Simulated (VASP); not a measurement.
Crystal: Be3Te2Se.

```
Be Te Se
1.0
     3.54877    0.00000    0.00000
    -1.77439    3.07333    0.00000
     0.00000    0.00000    9.05447
Be Te Se
3 2 1
Direct
  0.33333 0.66667 0.70563
  0.00000 0.00000 0.00000
  0.66667 0.33333 0.29437
  0.33333 0.66667 0.14812
  0.66667 0.33333 0.85188
  0.00000 0.00000 0.50000
```

The cell was built by a generator and needn't be a form met in nature.

| Quantity | Value |
| --- | --- |
| Program | VASP 6.6.1 |
| Task | relaxation of cell and atoms |
| Functional | PBE |
| Potentials or basis | VASP PAW PBE potentials, release 64 (Be, Te, Se) |
| Cutoff | 520 eV |
| k mesh | 5 × 5 × 2 |
| Occupations | gaussian, width 0.15 eV |
| Spin | no spin polarisation |

At the start: pressure 13.0 GPa; volume 16.46 Å³/atom.

**Question.** How do energy, volume and symmetry change on relaxing?

**Answer.** Over 14 steps the energy falls by 306.6 meV/atom and the volume is 18.00 Å³/atom (+9.3 %); space group P-3m1 (No. 164, to 0.05 Å).

The path:
```
step  energy change (eV)  largest force (eV/Å)  pressure (GPa)  volume (Å³)
   1              0.0000                2.0251           13.03        98.75
   2             -0.9425                1.0800           -3.80       119.11
   3             -0.9511                1.1529           -2.75       116.86
   4             -1.2185                1.2175           -2.25       114.25
   5             -1.6825                0.6941            1.13       106.52
   6             -1.6844                0.5773            1.73       105.57
   7             -1.7769                0.3848           -0.52       108.28
   8             -1.7781                0.3802           -0.75       108.64
   9             -1.8326                0.1679            0.22       106.88
  10             -1.8369                0.0477            0.84       105.96
  11             -1.8373                0.0678            0.80       106.10
  12             -1.8373                0.0896            0.70       106.26
  13             -1.8374                0.0775            0.64       106.18
  14             -1.8395                0.0123           -0.43       107.98
```

Final structure:
```
Be Te Se
1.0
     3.68566    0.00000    0.00000
    -1.84283    3.19187    0.00000
     0.00000    0.00000    9.17907
Be Te Se
3 2 1
Cartesian
  0.0000 2.1279 5.9499
  0.0000 0.0000 0.0000
  1.8428 1.0640 3.2292
  0.0000 2.1279 1.5846
  1.8428 1.0640 7.5944
  0.0000 0.0000 4.5895
```

Caveat: the k mesh is coarse (spacing up to 0.41 Å⁻¹), so the values aren't converged.
